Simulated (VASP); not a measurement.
Calculation: optB88-vdW, VASP's PBE PAW potentials (set 64) (plane waves; VASP).

VASP ran on this input.

INCAR:
```
AGGAC = 0.0
ALGO = Normal
EDIFF = 1E-7
EDIFFG = -0.01
ENCUT = 520
GGA = BO
IBRION = 2
ISIF = 4
ISMEAR = 1
LASPH = .TRUE.
LCHARG = .FALSE.
LMAXMIX = 4
LREAL = .FALSE.
LUSE_VDW = .TRUE.
LWAVE = .FALSE.
NELM = 100
NSW = 30
PARAM1 = 0.1833333333
PARAM2 = 0.22
PREC = Accurate
SIGMA = 0.1
SYSTEM = NiSb
```

**KPOINTS**
```
Automatic mesh
0
Gamma
9 9 6
0 0 0
```

**POSCAR**
```
NiSb
1.0
  1.9894249065  -3.4457851851   0.0000000000
  1.9894249065   3.4457851851   0.0000000000
  0.0000000000   0.0000000000   5.1918534305
Ni Sb
2 2
Direct
  0.0000000000   0.0000000000   0.5000000000
  0.0000000000   0.0000000000   0.0000000000
  0.3333330000   0.6666670000   0.2500000000
  0.6666670000   0.3333330000   0.7500000000
```

POTCAR, in this order: Ni Sb (PBE.64 set). Program: vasp_std.

Unless said otherwise, spin-orbit coupling is left out, though it shifts the bands of the heavy elements here.

Problem. What does the run give for the energy per atom (σ→0), band gap (on the k-mesh)?

Solution. 
```json
{
 "energy per atom (σ→0)": "-2.648 eV/atom",
 "band gap (on the k-mesh)": "none (metal, semimetal or under 0.01 eV)"
}
```

OSZICAR:
```
...
       N       E                     dE             d eps       ncg     rms          rms(c)
DAV:   1    -0.105939502408E+02   -0.11048E-03   -0.26112E-03  1878   0.413E-01    0.630E-02
DAV:   2    -0.105939061850E+02    0.44056E-04   -0.14254E-04  2406   0.215E-01    0.453E-02
DAV:   3    -0.105938944218E+02    0.11763E-04   -0.16249E-04  1993   0.244E-01    0.371E-02
DAV:   4    -0.105938739449E+02    0.20477E-04   -0.43174E-05  2323   0.118E-01    0.380E-03
DAV:   5    -0.105938741224E+02   -0.17756E-06   -0.46417E-06  1940   0.276E-02    0.235E-03
DAV:   6    -0.105938740807E+02    0.41729E-07   -0.15016E-07  1126   0.615E-03
   2 F= -.10593874E+02 E0= -.10593469E+02  d E =-.344206E-04
```

The compound is NiSb in the NiAs type structure. This run relaxes it. Symmetry was kept, so distortions that lower it aren't found. The run is not spin-polarised, so no magnetic state was tried.
